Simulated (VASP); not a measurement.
An input for Ansatz (written as the equivalent of a VASP run, and not itself run):

Ansatz 0.2 input:
```yaml
crystal:
  lattice:
    - [0.0000000, 3.1950000, 3.1950000]
    - [3.1950000, 0.0000000, 3.1950000]
    - [3.1950000, 3.1950000, 0.0000000]
  atoms:
    - { symbol: Ba, position: [0.0000000, 0.0000000, 0.0000000] }
    - { symbol: S, position: [0.5000000, 0.5000000, 0.5000000] }
kpoints:
  mp_grid: { grid: [7, 7, 7] }
hamiltonian:
  xc: pbe
  dispersion: d4
  pseudopotentials: { kind: paw }
scf:
  occupations: { method: gaussian, width: 0.05 }
  max_iter: 100
relax:
  max_steps: 60
  f_tol: 0.01
  cell: {}
output: { forces: true, stress: true, eigenvalues: true }
```

### Question
Translate this input to VASP (INCAR, KPOINTS, POSCAR, choice of POTCAR).

### Answer
One answer among several that fit: 
INCAR:
```
SYSTEM = BaS
PREC = Accurate
ENCUT = 520
EDIFF = 1E-6
NELM = 100
ALGO = Normal
LREAL = .FALSE.
LASPH = .TRUE.
ISMEAR = 0
SIGMA = 0.05
GGA = PE
IVDW = 13
LMAXMIX = 4
LWAVE = .FALSE.
LCHARG = .FALSE.
IBRION = 2
ISIF = 3
NSW = 60
EDIFFG = -0.01
```

KPOINTS:
```
Regular mesh
0
Gamma
 7 7 7
```

### POSCAR
```
BaS
1
    0.0000000000     3.1950000000     3.1950000000
    3.1950000000     0.0000000000     3.1950000000
    3.1950000000     3.1950000000     0.0000000000
Ba S
1 1
Direct
  0.0000000000   0.0000000000   0.0000000000
  0.5000000000   0.5000000000   0.5000000000
```

POTCAR, in this order: Ba_sv S (PBE.64 set). Program: vasp_std.

The two are equivalent in intent, not identical: each code has its own PAW files, so the cut-off isn't converted (ENCUT is set for VASP's; basis.ecutwfc is left out, and Ansatz then takes the one that its files recommend); Ansatz stops its SCF on the density residual and VASP on the energy change (EDIFF).

The compound is BaS in the rock salt structure. This run relaxes it. Symmetry was kept, so distortions that lower it aren't found.
